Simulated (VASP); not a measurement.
Set up this calculation in VASP 6.6.1, as the native input.

| Item | Value |
| --- | --- |
| Task | relaxation of cell and atoms |
| Functional | PBE |
| Potentials or basis | VASP PAW PBE potentials, release 64 (Sn_d, Te, S) |
| Cutoff | 520 eV |
| k mesh | 4 × 6 × 4 |
| Occupations | gaussian, width 0.03 eV |
| Spin | no spin polarisation |
| Further INCAR settings | ALGO = Normal; EDIFF = 1e-06; IBRION = 2; EDIFFG = -0.01; NSW = 90; ISIF = 3 |

The structure of SnTeS4 lies in POSCAR:

```
SnTeS4
1.0
    6.2620386500      0.0000000000      0.0000000000
    0.0000000000      3.7760000000      0.0000000000
   -0.0309764900      0.0000000000      6.5399315300
Sn Te S
1 1 4
Direct
    0.0000000000      0.0000000000      0.0000000000
    0.0000000000      0.5000000000      0.5000000000
    0.2379034400      0.5000000000      0.8439195500
    0.7620965600      0.5000000000      0.1560804500
    0.2452237800      0.0000000000      0.3239136000
    0.7547762200      0.0000000000      0.6760864000
```

The cell was built by a generator and needn't be a form met in nature.

The input as run:

INCAR

```
SYSTEM = SnTeS4
PREC = Accurate ; ENCUT = 520
EDIFF = 1E-6 ; ISMEAR = 0
SIGMA = 0.03 ; LREAL = .False.
LASPH = .True. ; NELM = 120
ALGO = Normal ; ISIF = 3
LWAVE = .False. ; LCHARG = .False.
GGA = PE ; IBRION = 2
NSW = 90 ; EDIFFG = -0.01
KPAR = 4
```

KPOINTS

```
Automatic mesh
0
Gamma
  4 6 4
  0 0 0
```

Potentials or basis: VASP PAW PBE potentials, release 64 (Sn_d, Te, S).

Command:

```console
$ cat potpaw_PBE.64/Sn_d/POTCAR potpaw_PBE.64/Te/POTCAR potpaw_PBE.64/S/POTCAR > POTCAR
$ mpirun -np 4 vasp_std > vasp.out
```

Results of the run:

```json
{
 "Relaxed volume": "27.53 Å³/atom",
 "Relaxed cell": "a = 6.711 Å, b = 3.765 Å, c = 6.536 Å, α = 90.00°, β = 90.08°, γ = 90.00°",
 "Space group after relaxing (to 0.05 Å)": "P2/m (No. 10)",
 "Energy gained by relaxing": "3.0 meV/atom",
 "Ionic steps": "21",
 "Pressure after relaxing": "0.0 GPa",
 "Largest force after relaxing": "0.005 eV/Å",
 "Band gap on the k mesh": "0.82 eV, indirect (least direct gap 1.17 eV)"
}
```

Caveat: spin-orbit coupling is left out, which moves the levels of the heavy elements; this functional lacks dispersion, which binds the layers, so the pressure and a relaxed spacing across them are unreliable.

Wall time 3.2 min on 4 MPI ranks on Intel(R) Xeon(R) 6975P-C (Granite Rapids), with other jobs on the host, peak memory 0.37 GiB a rank.
